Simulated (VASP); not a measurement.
An input for Ansatz (written as the equivalent of a VASP run, and not itself run):

Ansatz 0.2 input:
```yaml
crystal:
  lattice:
    - [-1.5707988, 1.5707988, 1.5707988]
    - [1.5707988, -1.5707988, 1.5707988]
    - [1.5707988, 1.5707988, -1.5707988]
  atoms:
    - { symbol: Pt, position: [1.0000000, 1.0000000, 0.0000000] }
kpoints:
  mp_grid: { grid: [15, 15, 15] }
hamiltonian:
  xc: r2scan
  pseudopotentials: { kind: paw }
scf:
  occupations: { method: methfessel_paxton, width: 0.1 }
  max_iter: 100
relax:
  max_steps: 60
  f_tol: 0.01
  cell: {}
output: { forces: true, stress: true, eigenvalues: true }
```

Question: Translate this input to VASP (INCAR, KPOINTS, POSCAR, choice of POTCAR).

Answer: One answer among several that fit: 
### INCAR
```
ALGO  =  Normal
EDIFF  =  1E-6
EDIFFG  =  -0.01
ENCUT  =  400
IBRION  =  2
ISIF  =  3
ISMEAR  =  1
LASPH  =  .TRUE.
LCHARG  =  .FALSE.
LMAXMIX  =  6
LMIXTAU  =  .TRUE.
LREAL  =  .FALSE.
LWAVE  =  .FALSE.
METAGGA  =  R2SCAN
NELM  =  100
NSW  =  60
PREC  =  Accurate
SIGMA  =  0.1
SYSTEM  =  Pt
```

POSCAR:
```
Pt
1
   -1.5707987580     1.5707987580     1.5707987580
    1.5707987580    -1.5707987580     1.5707987580
    1.5707987580     1.5707987580    -1.5707987580
Pt
1
Direct
  1.0000000000   1.0000000000   0.0000000000
```

### KPOINTS
```
Automatic
0
gamma
15 15 15
0 0 0
```

POTCAR, in this order: Pt (PBE.64 set). Program: vasp_std.

Limits of the translation: each code has its own PAW files, so the cut-off isn't converted (ENCUT is set for VASP's; basis.ecutwfc is left out, and Ansatz then takes the one that its files recommend); Ansatz stops its SCF on the density residual and VASP on the energy change (EDIFF).

The structure comes from a computed database's Pt entry (Im-3m); how it stands against other phases isn't given here. It was relaxed first. The start is the result of an earlier pass.
